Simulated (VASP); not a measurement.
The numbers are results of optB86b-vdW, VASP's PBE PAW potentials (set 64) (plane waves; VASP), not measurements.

VASP ran on this input.

INCAR:
```
! general
SYSTEM   = Eu
PREC     = Accurate
ENCUT    = 520   ! plane-wave cut-off (eV)
LREAL    = .False.   ! projection in real space or not
LASPH    = .True.

! electronic loop
EDIFF    = 1E-6   ! SCF stop (eV)
NELM     = 100
ALGO     = Normal
LMAXMIX  = 6   ! l cut-off of mixed one-centre charges

! smearing
ISMEAR   = 1
SIGMA    = 0.1   ! width (eV)

! functional
GGA      = MK
LUSE_VDW = .True.
AGGAC    = 0.0
PARAM1   = 0.1234
PARAM2   = 1.0

! ions
IBRION   = 2   ! conjugate gradients
NSW      = 60
ISIF     = 3   ! ions, shape and volume
EDIFFG   = -0.01   ! ionic stop

! output
LWAVE    = .False.
LCHARG   = .False.
```

POSCAR:
```
Eu
1
   -2.2900000000     2.2900000000     2.2900000000
    2.2900000000    -2.2900000000     2.2900000000
    2.2900000000     2.2900000000    -2.2900000000
Eu
1
Direct
  0.0000000000   0.0000000000   0.0000000000
```

KPOINTS:
```
Regular mesh
0
Gamma
 10 10 10
0 0 0
```

POTCAR, in this order: Eu_2 (PBE.64 set). Program: vasp_std.

The resulting files:

File OSZICAR:
```
       N       E                     dE             d eps       ncg     rms          rms(c)
DAV:   1     0.122825855812E+02    0.12283E+02   -0.37377E+03   784   0.804E+02
DAV:   2     0.800729674872E+00   -0.11482E+02   -0.11332E+02  1048   0.112E+02
DAV:   3     0.610737595422E+00   -0.18999E+00   -0.18465E+00  1144   0.106E+01
DAV:   4     0.609526798125E+00   -0.12108E-02   -0.12106E-02  1104   0.108E+00
DAV:   5     0.609519769406E+00   -0.70287E-05   -0.70287E-05  1144   0.741E-02    0.631E+00
DAV:   6     0.597255523546E+00   -0.12264E-01   -0.20257E-03  1200   0.368E-01    0.377E+00
DAV:   7     0.589818595135E+00   -0.74369E-02   -0.56590E-03  1128   0.576E-01    0.562E-02
DAV:   8     0.589656390075E+00   -0.16221E-03   -0.23793E-04  1216   0.998E-02    0.140E-02
DAV:   9     0.589633370635E+00   -0.23019E-04   -0.24384E-05   896   0.279E-02    0.592E-03
DAV:  10     0.589632183556E+00   -0.11871E-05   -0.46752E-06  1312   0.150E-02    0.127E-03
DAV:  11     0.589632088743E+00   -0.94814E-07   -0.63471E-08   584   0.224E-03
   1 F= 0.58963209E+00 E0= 0.58971784E+00  d E =0.589632E+00
       N       E                     dE             d eps       ncg     rms          rms(c)
DAV:   1     0.371202995307E+00   -0.21843E+00   -0.39897E+00   832   0.205E+01    0.178E+00
DAV:   2     0.501116459359E+00    0.12991E+00   -0.12934E-01  1136   0.356E+00    0.960E-01
DAV:   3     0.555398363434E+00    0.54282E-01   -0.16090E-01  1160   0.381E+00    0.444E-01
DAV:   4     0.555525410811E+00    0.12705E-03   -0.12652E-03   912   0.317E-01    0.210E-01
DAV:   5     0.555523023992E+00   -0.23868E-05   -0.35627E-04  1136   0.154E-01    0.148E-02
DAV:   6     0.555526185699E+00    0.31617E-05   -0.14528E-05  1232   0.332E-02    0.527E-03
DAV:   7     0.555525954085E+00   -0.23161E-06   -0.46208E-07   496   0.509E-03
   2 F= 0.55552595E+00 E0= 0.55550824E+00  d E =-.341061E-01
       N       E                     dE             d eps       ncg     rms          rms(c)
DAV:   1     0.401560330941E+00   -0.15397E+00   -0.30899E+00   816   0.183E+01    0.158E+00
DAV:   2     0.501516866549E+00    0.99957E-01   -0.10108E-01  1128   0.318E+00    0.844E-01
DAV:   3     0.542829189109E+00    0.41312E-01   -0.12348E-01  1152   0.339E+00    0.393E-01
DAV:   4     0.542909602428E+00    0.80413E-04   -0.10420E-03   904   0.283E-01    0.167E-01
DAV:   5     0.542906961641E+00   -0.26408E-05   -0.25809E-04  1136   0.139E-01    0.154E-02
DAV:   6     0.542910258330E+00    0.32967E-05   -0.11220E-05  1176   0.301E-02    0.427E-03
DAV:   7     0.542910074418E+00   -0.18391E-06   -0.32419E-07   424   0.452E-03
   3 F= 0.54291007E+00 E0= 0.54302128E+00  d E =-.467220E-01
       N       E                     dE             d eps       ncg     rms          rms(c)
DAV:   1     0.533886037461E+00   -0.90242E-02   -0.18918E-01   840   0.454E+00    0.388E-01
DAV:   2     0.539913900784E+00    0.60279E-02   -0.61492E-03  1128   0.795E-01    0.207E-01
DAV:   3     0.542412165992E+00    0.24983E-02   -0.75613E-03  1136   0.847E-01    0.978E-02
DAV:   4     0.542412293811E+00    0.12782E-06   -0.72917E-05   976   0.754E-02    0.387E-02
DAV:   5     0.542410171422E+00   -0.21224E-05   -0.15805E-05  1144   0.358E-02    0.411E-03
DAV:   6     0.542410654468E+00    0.48305E-06   -0.55250E-07   528   0.708E-03
   4 F= 0.54241065E+00 E0= 0.54258154E+00  d E =-.472214E-01
```

OUTCAR:
```
------------------------ aborting loop because EDIFF is reached ----------------------------------------
  FORCE on cell =-STRESS in cart. coord.  units (eV):
  Direction    XX          YY          ZZ          XY          YZ          ZX
  --------------------------------------------------------------------------------------
  Total        0.0016833      0.0016833      0.0016833     -0.0000000      0.0000000     -0.0000000
  in kB        0.0663785      0.0663785      0.0663785     -0.0000000      0.0000000     -0.0000000
  external PRESSURE =       0.0663785 kB  Pullay stress =       0.0000000 kB
  volume of cell :       40.63
      direct lattice vectors                 reciprocal lattice vectors
    -2.165672864  2.165672864  2.165672864     0.000000000  0.230875128  0.230875128
     2.165672864 -2.165672864  2.165672864     0.230875128  0.000000000  0.230875128
     2.165672864  2.165672864 -2.165672864     0.230875128  0.230875128  0.000000000
 POSITION                                       TOTAL-FORCE (eV/Angst)
 -----------------------------------------------------------------------------------
     -2.16567      2.16567      2.16567         0.000000     -0.000000     -0.000000
 -----------------------------------------------------------------------------------
    total drift:                                0.000000      0.000000     -0.000000
  FREE ENERGIE OF THE ION-ELECTRON SYSTEM (eV)
  ---------------------------------------------------
  free  energy   TOTEN  =         0.5424106545 eV

  energy  without entropy=        0.5429233216  energy(sigma->0) =        0.54258154

 reached required accuracy - stopping structural energy minimisation
```
(Selected blocks of OUTCAR.)

File CONTCAR:
```
Eu
   1.00000000000000
    -2.1656728639886622    2.1656728639886622    2.1656728639886622
     2.1656728639886622   -2.1656728639886622    2.1656728639886622
     2.1656728639886622    2.1656728639886622   -2.1656728639886622
  Eu
     1
Direct
     1.0000000000000000    0.0000000000000000    0.0000000000000000
```

The 4f electrons are frozen in the core of the lanthanide potential, so 4f levels, which can set the real gap, and their magnetism are missing. Energy and stress use the plane-wave basis of the starting cell.

The compound is Eu in the bcc structure. This run relaxes it. Symmetry was kept, so distortions that lower it aren't found.
